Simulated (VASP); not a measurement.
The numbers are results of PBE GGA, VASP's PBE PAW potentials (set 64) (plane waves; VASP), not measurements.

A VASP calculation is set up with these files.

KPOINTS:
```
kpoints
0
G
 13 13 7
```

### INCAR
```
NSW=30   # most ionic steps
ENCUT=520   # plane-wave cut-off (eV)
SYSTEM=Mg
NELM=100   # most electronic steps
LASPH=T   # aspherical one-centre terms
ALGO=Normal   # blocked Davidson
GGA=PE
EDIFFG=-0.01
LREAL=F
LWAVE=F
PREC=Accurate
EDIFF=1E-7
SIGMA=0.1   # width (eV)
LCHARG=F
IBRION=2   # conjugate gradients
ISMEAR=1   # Methfessel-Paxton
ISIF=4   # ions and shape, fixed volume
```

**POSCAR**
```
Mg
1.0
  1.6366121638  -2.8346958827   0.0000000000
  1.6366121638   2.8346958827   0.0000000000
  0.0000000000   0.0000000000   5.2137237344
Mg
2
Cart
  1.6366121638   0.9449005174   1.3034309336
  1.6366121638  -0.9449005174   3.9102928008
```

POTCAR, in this order: Mg (PBE.64 set). Program: vasp_std.

The run wrote:

OSZICAR:
```
       N       E                     dE             d eps       ncg     rms          rms(c)
DAV:   1    -0.306312323240E-01   -0.30631E-01   -0.13269E+03  1008   0.478E+02
DAV:   2    -0.298107348969E+01   -0.29504E+01   -0.28055E+01  1320   0.285E+01
DAV:   3    -0.300054000404E+01   -0.19467E-01   -0.19431E-01  1470   0.322E+00
DAV:   4    -0.300058046803E+01   -0.40464E-04   -0.40464E-04  1398   0.130E-01
DAV:   5    -0.300058059727E+01   -0.12924E-06   -0.12923E-06  1434   0.565E-03    0.963E-01
DAV:   6    -0.299477100655E+01    0.58096E-02   -0.76312E-04  1248   0.316E-01    0.618E-01
DAV:   7    -0.298722746261E+01    0.75435E-02   -0.30397E-03  1152   0.553E-01    0.353E-02
DAV:   8    -0.298724233697E+01   -0.14874E-04   -0.15733E-05  1602   0.357E-02    0.808E-03
DAV:   9    -0.298724058753E+01    0.17494E-05   -0.14462E-06  1230   0.852E-03    0.622E-04
DAV:  10    -0.298724030007E+01    0.28746E-06   -0.54476E-09   978   0.714E-04    0.146E-04
DAV:  11    -0.298724025329E+01    0.46783E-07   -0.75467E-10   738   0.249E-04
   1 F= -.29872403E+01 E0= -.29865428E+01  d E =-.298724E+01
       N       E                     dE             d eps       ncg     rms          rms(c)
DAV:   1    -0.298753238901E+01   -0.29209E-03   -0.81800E-04  1416   0.153E-01    0.101E-02
DAV:   2    -0.298753170428E+01    0.68473E-06   -0.45321E-06  1188   0.164E-02    0.644E-03
DAV:   3    -0.298753088871E+01    0.81557E-06   -0.90690E-07  1320   0.504E-03    0.124E-04
DAV:   4    -0.298753090074E+01   -0.12031E-07   -0.10750E-08   840   0.856E-04
   2 F= -.29875309E+01 E0= -.29868008E+01  d E =-.290647E-03
       N       E                     dE             d eps       ncg     rms          rms(c)
DAV:   1    -0.298770469331E+01   -0.17380E-03   -0.21998E-03  1392   0.250E-01    0.171E-02
DAV:   2    -0.298770268798E+01    0.20053E-05   -0.12386E-05  1176   0.270E-02    0.109E-02
DAV:   3    -0.298770046891E+01    0.22191E-05   -0.25528E-06  1260   0.839E-03    0.195E-04
DAV:   4    -0.298770048770E+01   -0.18786E-07   -0.30260E-08   876   0.144E-03
   3 F= -.29877005E+01 E0= -.29869588E+01  d E =-.460234E-03
```

OUTCAR:
```
------------------------ aborting loop because EDIFF is reached ----------------------------------------
  FORCE on cell =-STRESS in cart. coord.  units (eV):
  Direction    XX          YY          ZZ          XY          YZ          ZX
  --------------------------------------------------------------------------------------
  Total       -0.5433968     -0.5433970     -0.5393870      0.0000000      0.0000000      0.0000000
  in kB      -17.9968872    -17.9968926    -17.8640865      0.0000000      0.0000000      0.0000000
  external PRESSURE =     -17.9526221 kB  Pullay stress =       0.0000000 kB
  volume of cell :       48.38
      direct lattice vectors                 reciprocal lattice vectors
     1.631370574 -2.825617147  0.000000000     0.306490756 -0.176952494 -0.000000000
     1.631370574  2.825617147  0.000000000     0.306490756  0.176952494 -0.000000000
     0.000000000  0.000000000  5.247280985     0.000000000  0.000000000  0.190574891
 POSITION                                       TOTAL-FORCE (eV/Angst)
 -----------------------------------------------------------------------------------
      1.63137      0.94187      1.31182        -0.000000      0.000000      0.000000
      1.63137     -0.94187      3.93546         0.000000     -0.000000      0.000000
 -----------------------------------------------------------------------------------
    total drift:                               -0.000001     -0.000005      0.000001
  FREE ENERGIE OF THE ION-ELECTRON SYSTEM (eV)
  ---------------------------------------------------
  free  energy   TOTEN  =        -2.9877004877 eV

  energy  without entropy=       -2.9854754578  energy(sigma->0) =       -2.98695881

 reached required accuracy - stopping structural energy minimisation
```
(Selected blocks of OUTCAR.)

**CONTCAR**
```
Mg
   1.00000000000000
     1.6313705740865132   -2.8256171471870126    0.0000000000000000
     1.6313705740865132    2.8256171471870126    0.0000000000000000
     0.0000000000000000    0.0000000000000000    5.2472809848009154
  Mg
     2
Direct
     0.3333330000000032    0.6666669999999968    0.2500000000000000
     0.6666669999999968    0.3333330000000032    0.7500000000000000
```

### OUTCAR
```
 val. band max:        2.4053429278   @ k =   0.3846   0.1538   0.4286

 cond. band min:       2.4177359075   @ k =   0.3077   0.1538   0.1429


 Fermi energy:         2.4057746756

 k-point     1 :       0.0000    0.0000    0.0000
  band No.  band energies     occupation
      1      -4.3430      2.00000
      2       0.8163      2.00000
      3       1.2072      2.00000
      4      12.8954      0.00000
      5      12.8955      0.00000
      6      12.9087      0.00000

 k-point     2 :       0.0769    0.0000    0.0000
  band No.  band energies     occupation
      1      -4.2313      2.00000
      2       0.9188      2.00000
      3       1.3163      2.00000
      4      10.8571      0.00000
      5      11.7611      0.00000
      6      12.5954      0.00000

 k-point     3 :       0.1538   -0.0000    0.0000
  band No.  band energies     occupation
      1      -3.8968      2.00000
      2       1.2267      2.00000
      3       1.6406      2.00000
      4       8.5943      0.00000
      5      10.8097      0.00000
      6      11.5542      0.00000

 k-point     4 :       0.2308   -0.0000    0.0000
  band No.  band energies     occupation
      1      -3.3416      2.00000
      2       1.7400      2.00000
      3       2.1670      2.00376
      4       6.4725      0.00000
      5      10.0499      0.00000
      6      10.4510      0.00000

 k-point     5 :       0.3077   -0.0000    0.0000
  band No.  band energies     occupation
      1      -2.5696      2.00000
      2       2.4591      0.22425
      3       2.8242     -0.00000
      4       4.5971      0.00000
      5       9.1861      0.00000
      6       9.2020      0.00000

 k-point     6 :       0.3846   -0.0000    0.0000
  band No.  band energies     occupation
      1      -1.5858      2.00000
      2       2.4667      0.15148
      3       3.3829     -0.00000
      4       4.1147     -0.00000
      5       7.4359      0.00000
      6       7.8094      0.00000
...
```

The compound is Mg in the hcp structure. This cell is one point of a volume scan, at 1.06 of the reference volume. Symmetry was kept, so distortions that lower it aren't found.
